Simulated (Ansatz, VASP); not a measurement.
# Cross-check of AlPt2 (Pt-Al-Pt stack, (100) layers) between VASP and Ansatz

Aim: how closely do two programs agree when they are given the same cell, functional and k mesh? The cell is taken from a series of runs on this material, whose earlier steps may have relaxed, scaled, displaced or heated it; both programs get it as it stands.

Calculated with Ansatz 0.2.0; plane waves, with VASP 6.6.1 beside it; PBEsol.

## Step 1: The starting structure

The cell holds 3 atoms: 2 Pt and 1 Al. Cell: a = 2.743 Å, b = 2.743 Å, c = 31.900 Å, α = 90.0°, β = 90.0°, γ = 90.0°. It derives from AlPt2. Vacuum lies along c.

As a file:

```xyz
3
Lattice="2.7435 0.0000 0.0000 0.0000 2.7435 0.0000 0.0000 0.0000 31.9000" Properties=species:S:1:pos:R:3
Pt    0.0000    0.0000    5.8503
Pt    0.0000    0.0000    9.1997
Al    1.3717    1.3717    7.5250
```

## Step 2: VASP: zone-centre phonons, PBEsol

Second derivatives magnify differences that forces hide, and they need a tight electronic threshold.

Lines of VASP's logs that name or quote its potential files are left out, and so is its time.

Contents of INCAR:

```
SYSTEM = AlPt2
PREC = Accurate
ENCUT = 500
EDIFF = 1E-08
NELM = 120
ISMEAR = 1
SIGMA = 0.2
LREAL = .FALSE.
ALGO = Normal
GGA = PS
NBANDS = 17
LASPH = .TRUE.
LORBIT = 11
LWAVE = .FALSE.
LCHARG = .FALSE.
ISIF = 2
IBRION = 8
GGA_COMPAT = .FALSE.
NELMDL = -8
KPAR = 2
```

Contents of POSCAR:

```
AlPt2
1.0
    2.7434642420      0.0000000000      0.0000000000
    0.0000000000      2.7434642420      0.0000000000
    0.0000000000      0.0000000000     31.9000003000
Pt Al
2 1
Direct
    0.0000000000      0.0000000000      0.1833965240
    0.0000000000      0.0000000000      0.2883903054
    0.5000000000      0.5000000000      0.2358934147
```

Contents of KPOINTS:

```
Automatic mesh
0
Gamma
6 6 1
0 0 0
```

Potentials, in the order of the species: Pt and Al (PBE family, release 64).

Run with:

```sh
mpirun -np 2 vasp_std
```

Numbers of over 12 decimals in the logs are rounded to 6 here.

The log of the run:

```text
[banner, memory and clock lines left out]
running    2 mpi-ranks, on    1 nodes
 distrk:  each k-point on    1 cores,    2 groups
 distr:  one band on    1 cores,    1 groups

 POSCAR found type information on POSCAR PtAl
 POSCAR found :  2 types and       3 ions
|                                                                             |
|               ----> ADVICE to this user running VASP <----                  |
|                                                                             |
|     You enforced a specific xc type in the INCAR file but a different       |
|     [... a line on the potential file left out ...]
|     I HOPE YOU KNOW WHAT YOU ARE DOING!                                     |
|                                                                             |

 LDA part: xc-table for (Slater+PW92), standard interpolation
 POSCAR, INCAR and KPOINTS ok, starting setup
 FFT: planning ... GRIDC
 FFT: planning ... GRID_SOFT
 FFT: planning ... GRID
 WAVECAR not read
 entering main loop
       N       E                     dE             d eps       ncg     rms          rms(c)
DAV:   1     0.158308847652E+03    0.15831E+03   -0.76674E+03   340   0.940E+02
DAV:   2    -0.110337946471E+02   -0.16934E+03   -0.15944E+03   517   0.186E+02
DAV:   3    -0.207924768067E+02   -0.97587E+01   -0.96645E+01   452   0.545E+01
DAV:   4    -0.209182541751E+02   -0.12578E+00   -0.12540E+00   499   0.666E+00
DAV:   5    -0.209198030231E+02   -0.15488E-02   -0.15482E-02   485   0.587E-01
DAV:   6    -0.209198987044E+02   -0.95681E-04   -0.95680E-04   565   0.102E-01
DAV:   7    -0.209199008388E+02   -0.21344E-05   -0.21342E-05   494   0.960E-03
DAV:   8    -0.209199010325E+02   -0.19363E-06   -0.19391E-06   533   0.211E-03    0.141E+01
DAV:   9    -0.192913915571E+02    0.16285E+01   -0.74380E+00   393   0.192E+01    0.468E+00
DAV:  10    -0.191960262236E+02    0.95365E-01   -0.42214E-01   387   0.436E+00    0.242E+00
DAV:  11    -0.191664410919E+02    0.29585E-01   -0.49658E-02   438   0.124E+00    0.534E-01
DAV:  12    -0.191639315456E+02    0.25095E-02   -0.91539E-03   459   0.672E-01    0.206E-01
DAV:  13    -0.191633832563E+02    0.54829E-03   -0.20774E-03   391   0.294E-01    0.629E-02
DAV:  14    -0.191636039367E+02   -0.22068E-03   -0.16068E-04   451   0.865E-02    0.348E-02
[...]
DAV:  22    -0.191648170600E+02   -0.32365E-05   -0.72640E-08   369   0.733E-04    0.431E-04
DAV:  23    -0.191648196384E+02   -0.25784E-05   -0.82972E-08   309   0.586E-04    0.488E-05
DAV:  24    -0.191648200524E+02   -0.41402E-06   -0.58689E-09   336   0.199E-04    0.469E-05
DAV:  25    -0.191648203883E+02   -0.33589E-06   -0.26847E-09   272   0.144E-04    0.578E-05
DAV:  26    -0.191648204790E+02   -0.90713E-07   -0.18632E-10   318   0.646E-05    0.339E-05
DAV:  27    -0.191648205324E+02   -0.53387E-07   -0.23132E-10   304   0.604E-05    0.131E-05
DAV:  28    -0.191648205476E+02   -0.15203E-07   -0.42393E-11   283   0.339E-05    0.214E-06
DAV:  29    -0.191648205501E+02   -0.24522E-08    0.20680E-11   259   0.209E-05
   1 F= -.19164821E+02 E0= -.19163278E+02  d E =-.462856E-02
 Linear response reoptimize wavefunctions to high precision
DAV:   1    -0.191648205509E+02   -0.83992E-09    0.31453E-11   280   0.142E-05
DAV:   2    -0.191648205508E+02    0.10550E-09    0.28473E-11   239   0.917E-06
DAV:   3    -0.191648205508E+02   -0.49113E-10    0.27769E-11   228   0.757E-06
 Linear response DOF=           4
 Linear response progress:
  Degree of freedom:   1/  4
       N       E                     dE             d eps       ncg     rms          rms(c)
RMM:   1    -0.235685785044E+00   -0.23569E+00   -0.22366E-01   909   0.335E+00
RMM:   2    -0.236393723258E+00   -0.70794E-03   -0.32044E-03   827   0.411E-01    0.130E-01
RMM:   3    -0.236005028271E+00    0.38869E-03   -0.25096E-04   825   0.109E-01    0.745E-02
RMM:   4    -0.235908790426E+00    0.96238E-04   -0.46046E-04   868   0.123E-01    0.151E-02
RMM:   5    -0.235878488418E+00    0.30302E-04   -0.19760E-05   853   0.311E-02    0.652E-03
RMM:   6    -0.235843814039E+00    0.34674E-04   -0.95464E-07   906   0.681E-03    0.211E-03
RMM:   7    -0.235837055232E+00    0.67588E-05   -0.27552E-07   909   0.260E-03    0.113E-03
RMM:   8    -0.235822517806E+00    0.14537E-04   -0.44101E-08   906   0.144E-03    0.131E-04
RMM:   9    -0.235820674984E+00    0.18428E-05    0.11794E-09   934   0.351E-04    0.768E-05
RMM:  10    -0.235821144791E+00   -0.46981E-06    0.41065E-09   924   0.900E-05    0.279E-05
RMM:  11    -0.235821446210E+00   -0.30142E-06    0.17886E-08   922   0.460E-05    0.365E-06
RMM:  12    -0.235821459690E+00   -0.13480E-07    0.27405E-08   958   0.116E-05    0.190E-06
RMM:  13    -0.235821447984E+00    0.11707E-07    0.87181E-09   789   0.347E-06    0.109E-06
RMM:  14    -0.235821439356E+00    0.86273E-08    0.31919E-09   701   0.300E-06    0.200E-07
 first order change of Fermi-energy  -0.40798E-03
 force on displaced ion       1 direction 1 :  -2.420   0.000   0.000
 Linear response progress:
  Degree of freedom:   2/  4
       N       E                     dE             d eps       ncg     rms          rms(c)
RMM:   1    -0.320126599478E+00   -0.32013E+00   -0.23499E-01   588   0.345E+00
RMM:   2    -0.319825930182E+00    0.30067E-03   -0.41225E-03   526   0.460E-01    0.192E-01
RMM:   3    -0.319810653991E+00    0.15276E-04   -0.17481E-03   552   0.231E-01    0.139E-01
RMM:   4    -0.319511370640E+00    0.29928E-03   -0.76912E-04   548   0.161E-01    0.772E-02
RMM:   5    -0.319674726559E+00   -0.16336E-03   -0.26258E-04   548   0.969E-02    0.204E-02
RMM:   6    -0.319680936761E+00   -0.62102E-05   -0.15824E-05   557   0.239E-02    0.954E-03
RMM:   7    -0.319589853614E+00    0.91083E-04   -0.37194E-06   537   0.116E-02    0.267E-03
RMM:   8    -0.319573302225E+00    0.16551E-04   -0.14646E-07   557   0.296E-03    0.691E-04
RMM:   9    -0.319567697069E+00    0.56052E-05   -0.49871E-08   576   0.761E-04    0.282E-04
RMM:  10    -0.319567568460E+00    0.12861E-06   -0.44811E-08   597   0.517E-04    0.130E-04
RMM:  11    -0.319569522603E+00   -0.19541E-05   -0.28020E-08   601   0.260E-04    0.867E-05
RMM:  12    -0.319572588918E+00   -0.30663E-05   -0.11754E-07   612   0.475E-04    0.667E-05
RMM:  13    -0.319573105926E+00   -0.51701E-06   -0.19763E-07   618   0.194E-04    0.295E-05
RMM:  14    -0.319573540329E+00   -0.43440E-06   -0.64291E-07   617   0.104E-04    0.169E-05
RMM:  15    -0.319573434398E+00    0.10593E-06   -0.22057E-07   617   0.850E-05    0.904E-06
RMM:  16    -0.319573374258E+00    0.60141E-07   -0.39453E-07   614   0.427E-05    0.516E-06
RMM:  17    -0.319573365623E+00    0.86347E-08   -0.99254E-08   600   0.326E-05    0.265E-06
 first order change of Fermi-energy  -0.50844E+00
 force on displaced ion       1 direction 3 :   0.000   0.000  -9.683
 Linear response progress:
  Degree of freedom:   3/  4
       N       E                     dE             d eps       ncg     rms          rms(c)
RMM:   1    -0.537425218459E-02   -0.53743E-02   -0.19250E-03  1174   0.519E-01
RMM:   2    -0.485402006535E-02    0.52023E-03   -0.18390E-04   840   0.858E-02    0.600E-02
RMM:   3    -0.482144776451E-02    0.32572E-04   -0.10096E-04   851   0.528E-02    0.311E-02
RMM:   4    -0.485997401309E-02   -0.38526E-04   -0.69542E-05   875   0.421E-02    0.597E-03
RMM:   5    -0.485911454043E-02    0.85947E-06   -0.25890E-06   879   0.104E-02    0.733E-04
RMM:   6    -0.485950361263E-02   -0.38907E-06   -0.70186E-08   893   0.171E-03    0.433E-04
RMM:   7    -0.485903480084E-02    0.46881E-06    0.15907E-09   884   0.510E-04    0.135E-04
RMM:   8    -0.485920842565E-02   -0.17362E-06   -0.26867E-09   898   0.216E-04    0.354E-05
RMM:   9    -0.485926973783E-02   -0.61312E-07    0.55562E-10   898   0.772E-05    0.168E-05
RMM:  10    -0.485929814635E-02   -0.28409E-07    0.26312E-11   906   0.369E-05    0.188E-06
RMM:  11    -0.485930001083E-02   -0.18645E-08    0.58944E-09   943   0.993E-06    0.147E-06
 first order change of Fermi-energy   0.83962E-04
 force on displaced ion       3 direction 1 :  -5.729   0.000   0.000
 Linear response progress:
  Degree of freedom:   4/  4
       N       E                     dE             d eps       ncg     rms          rms(c)
RMM:   1    -0.354588452662E-01   -0.35459E-01   -0.41635E-02   895   0.128E+00
RMM:   2    -0.198529933190E-01    0.15606E-01   -0.32575E-03   525   0.300E-01    0.145E-01
RMM:   3    -0.197758435737E-01    0.77150E-04   -0.20567E-03   573   0.187E-01    0.130E-01
RMM:   4    -0.194380441132E-01    0.33780E-03   -0.65081E-04   549   0.121E-01    0.641E-02
RMM:   5    -0.194402309982E-01   -0.21869E-05   -0.79618E-05   550   0.261E-02    0.132E-02
RMM:   6    -0.194409277780E-01   -0.69678E-06   -0.20765E-05   558   0.133E-02    0.164E-03
RMM:   7    -0.194390723731E-01    0.18554E-05   -0.44036E-06   566   0.221E-03    0.762E-04
RMM:   8    -0.194387322760E-01    0.34010E-06   -0.11008E-06   577   0.809E-04    0.258E-04
RMM:   9    -0.194386707410E-01    0.61535E-07   -0.40255E-07   584   0.276E-04    0.139E-04
RMM:  10    -0.194388579971E-01   -0.18726E-06   -0.32888E-07   591   0.281E-04    0.592E-05
RMM:  11    -0.194387982874E-01    0.59710E-07   -0.48058E-08   594   0.125E-04    0.316E-05
RMM:  12    -0.194387434065E-01    0.54881E-07   -0.26040E-07   608   0.170E-04    0.154E-05
RMM:  13    -0.194387504606E-01   -0.70541E-08   -0.63557E-07   602   0.690E-05    0.712E-06
RMM:  14    -0.194387615769E-01   -0.11116E-07   -0.23617E-07   595   0.309E-05    0.413E-06
RMM:  15    -0.194387612158E-01    0.36104E-09   -0.80420E-08   598   0.251E-05    0.214E-06
 first order change of Fermi-energy  -0.22481E-04
 force on displaced ion       3 direction 3 :   0.000  -0.000 -16.013
 Linear response finished
```

Parts of OUTCAR (step 2):

```text
ion  position               nearest neighbor table
   1  0.000  0.000  0.183-   3 2.56   3 2.56   3 2.56   3 2.56   2 3.35
   2  0.000  0.000  0.288-   3 2.56   3 2.56   3 2.56   3 2.56   1 3.35
   3  0.500  0.500  0.236-   1 2.56   2 2.56   1 2.56   2 2.56   1 2.56   2 2.56   1 2.56   2 2.56

  LATTYP: Found a simple tetragonal cell.
 ALAT       =     2.7434642420
 C/A-ratio  =    11.6276348026

 Subroutine GETGRP returns: Found 16 space group operations
 (whereof  8 operations were pure point group operations)

The static configuration has the point symmetry C_4v.
 The point group associated with its full space group is D_4h.

 Found     10 irreducible k-points:

   k-points           NKPTS =     10   k-points in BZ     NKDIM =     10   number of bands    NBANDS=     17

   dimension x,y,z NGX =    20 NGY =   20 NGZ =  240
   dimension x,y,z NGXF=    40 NGYF=   40 NGZF=  480

   ENCUT  =  500.0 eV  36.75 Ry    6.06 a.u.   5.00  5.00 58.16*2*pi/ulx,y,z

   NELECT =      23.0000    total number of electrons

 k-points in reciprocal lattice and weights: Automatic mesh
   0.00000000  0.00000000  0.00000000       0.028
   0.16666667  0.00000000  0.00000000       0.111
   0.33333333  0.00000000  0.00000000       0.111
   0.50000000  0.00000000  0.00000000       0.056
   0.16666667  0.16666667  0.00000000       0.111
   0.33333333  0.16666667  0.00000000       0.222
   0.50000000  0.16666667  0.00000000       0.111
   0.33333333  0.33333333  0.00000000       0.111
   0.50000000  0.33333333  0.00000000       0.111
   0.50000000  0.50000000  0.00000000       0.028

 average (electrostatic) potential at core
       1 -75.7053       2 -75.7053       3 -82.0996

  Total        0.3268082      0.3268082     -0.5892897      0.0000000      0.0000000      0.0000000
  in kB        2.1807919      2.1807919     -3.9323313      0.0000000      0.0000000      0.0000000
  external PRESSURE =       0.1430842 kB  Pullay stress =       0.0000000 kB

  energy-cutoff  :      500.00
  volume of cell :      240.10
      direct lattice vectors                 reciprocal lattice vectors
     2.743464242  0.000000000  0.000000000     0.364502655  0.000000000  0.000000000
     0.000000000  2.743464242  0.000000000     0.000000000  0.364502655  0.000000000
     0.000000000  0.000000000 31.900000300     0.000000000  0.000000000  0.031347962

 POSITION                                       TOTAL-FORCE (eV/Angst)
 -----------------------------------------------------------------------------------
      0.00000      0.00000      5.85035         0.000000      0.000000      0.169257
      0.00000      0.00000      9.19965        -0.000000      0.000000     -0.169257
      1.37173      1.37173      7.52500        -0.000000      0.000000      0.000000
 -----------------------------------------------------------------------------------
    total drift:                               -0.000000      0.000000     -0.000035

 Eigenvectors and eigenvalues of the dynamical matrix
 ----------------------------------------------------

   1 f  =   12.453565 THz    78.248058 2PiTHz  415.406222 cm-1    51.503784 meV
             X         Y         Z           dx          dy          dz
      0.000000  0.000000  5.850349     0.000000    0.000000   -0.179914
      0.000000  0.000000  9.199651     0.000000    0.000000   -0.179914
      1.371732  1.371732  7.525000     0.000000    0.000000    0.967089

   2 f  =    7.448407 THz    46.799724 2PiTHz  248.452129 cm-1    30.804124 meV
             X         Y         Z           dx          dy          dz
      0.000000  0.000000  5.850349    -0.178860    0.017910    0.000000
      0.000000  0.000000  9.199651    -0.178860    0.017910    0.000000
      1.371732  1.371732  7.525000     0.962336   -0.096365    0.000000

   3 f  =    7.448407 THz    46.799724 2PiTHz  248.452129 cm-1    30.804124 meV
             X         Y         Z           dx          dy          dz
      0.000000  0.000000  5.850349     0.017910    0.178860    0.000000
      0.000000  0.000000  9.199651     0.017910    0.178860    0.000000
      1.371732  1.371732  7.525000    -0.096365   -0.962336    0.000000

   4 f  =    3.771074 THz    23.694357 2PiTHz  125.789492 cm-1    15.595902 meV
             X         Y         Z           dx          dy          dz
      0.000000  0.000000  5.850349    -0.000000   -0.000000   -0.707107
      0.000000  0.000000  9.199651    -0.000000   -0.000000    0.707107
      1.371732  1.371732  7.525000     0.000000    0.000000    0.000000

   5 f  =    1.574146 THz     9.890652 2PiTHz   52.507863 cm-1     6.510142 meV
             X         Y         Z           dx          dy          dz
      0.000000  0.000000  5.850349    -0.704160   -0.064483    0.000000
      0.000000  0.000000  9.199651     0.704160    0.064483   -0.000000
      1.371732  1.371732  7.525000     0.000000   -0.000000    0.000000

   6 f  =    1.574146 THz     9.890652 2PiTHz   52.507863 cm-1     6.510142 meV
             X         Y         Z           dx          dy          dz
      0.000000  0.000000  5.850349    -0.064483    0.704160   -0.000000
      0.000000  0.000000  9.199651     0.064483   -0.704160    0.000000
      1.371732  1.371732  7.525000    -0.000000    0.000000    0.000000

   7 f/i=    0.000871 THz     0.005476 2PiTHz    0.029069 cm-1     0.003604 meV
             X         Y         Z           dx          dy          dz
      0.000000  0.000000  5.850349     0.681845    0.052686   -0.000000
      0.000000  0.000000  9.199651     0.681845    0.052686    0.000000
      1.371732  1.371732  7.525000     0.253455    0.019584    0.000000

   8 f/i=    0.000871 THz     0.005476 2PiTHz    0.029069 cm-1     0.003604 meV
             X         Y         Z           dx          dy          dz
      0.000000  0.000000  5.850349    -0.052686    0.681845   -0.000000
      0.000000  0.000000  9.199651    -0.052686    0.681845    0.000000
      1.371732  1.371732  7.525000    -0.019584    0.253455    0.000000

   9 f/i=    0.001448 THz     0.009101 2PiTHz    0.048317 cm-1     0.005990 meV
             X         Y         Z           dx          dy          dz
      0.000000  0.000000  5.850349     0.000000    0.000000    0.683836
      0.000000  0.000000  9.199651     0.000000    0.000000    0.683836
      1.371732  1.371732  7.525000     0.000000    0.000000    0.254437

 ELASTIC MODULI CONTR FROM IONIC RELAXATION (kBar)
 Direction    XX          YY          ZZ          XY          YZ          ZX
 --------------------------------------------------------------------------------
 XX         -81.3055    -81.3055   -187.0124      0.0000      0.0000     -0.0000
 YY         -81.3055    -81.3055   -187.0124      0.0000      0.0000     -0.0000
 ZZ        -187.0124   -187.0124   -430.1506      0.0000      0.0000     -0.0000
 XY           0.0000      0.0000      0.0000      0.0000      0.0000      0.0000
 YZ           0.0000      0.0000      0.0000      0.0000    -17.1802      0.0000
 ZX          -0.0000     -0.0000     -0.0000      0.0000      0.0000    -31.2449
 --------------------------------------------------------------------------------
```

This run has no spin polarisation. Its electron count is odd, so without a moment it is a metal by construction.

(Continued in part 2 of 2.)

[Lines on the potential files, build, host, timing and source positions are cut from VASP's logs without a mark.]

[Logs are printed without paths, hosts, clocks, repeated set-up lines and the standing remarks that a program may print on its own settings, such as how far it seeks lower states.]

[Hosts, paths, dates, database ids (printed as entryN), source tags and the programs' standing remarks are cut or masked in the printed files.]
